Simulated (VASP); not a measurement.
All values below come from PW91 GGA, VASP's PBE PAW potentials (set 64) (plane waves; VASP).

VASP ran on this input.

KPOINTS:
```
Automatic mesh
0
Gamma
1 1 1
0 0 0
```

File POSCAR:
```
Li atom
1
   12.0000000000     0.0000000000     0.0000000000
    0.0000000000    12.5000000000     0.0000000000
    0.0000000000     0.0000000000    13.0000000000
Li
1
Direct
  0.0000000000   0.0000000000   0.0000000000
```

INCAR:
```
ISMEAR = 0   ! Gaussian
LREAL = F
ISYM = 0
EDIFF = 1E-6
LASPH = T   ! aspherical one-centre terms
ISPIN = 2   ! spin-polarised
LCHARG = F
LWAVE = F
SIGMA = 0.01   ! width (eV)
ENCUT = 520   ! plane-wave cut-off (eV)
GGA = 91   ! PW91
SYSTEM = Li atom
NELM = 200   ! most electronic steps
LORBIT = 10
ALGO = All
NUPDOWN = 1
MAGMOM = 1
PREC = Normal
```

POTCAR, in this order: Li_sv (PBE.64 set). Program: vasp_gam. Read from the step before: WAVECAR.

### Question
What will the output report for the number of irreducible k-points (NKPTS), largest plane-wave count, FFT grid (NGX, NGY, NGZ)?

### Answer

The number of irreducible k-points (NKPTS) is 1 and the largest plane-wave count is 26244. The FFT grid (NGX, NGY, NGZ) comes out as 70 × 70 × 80.

The cell is a free atom in a box.
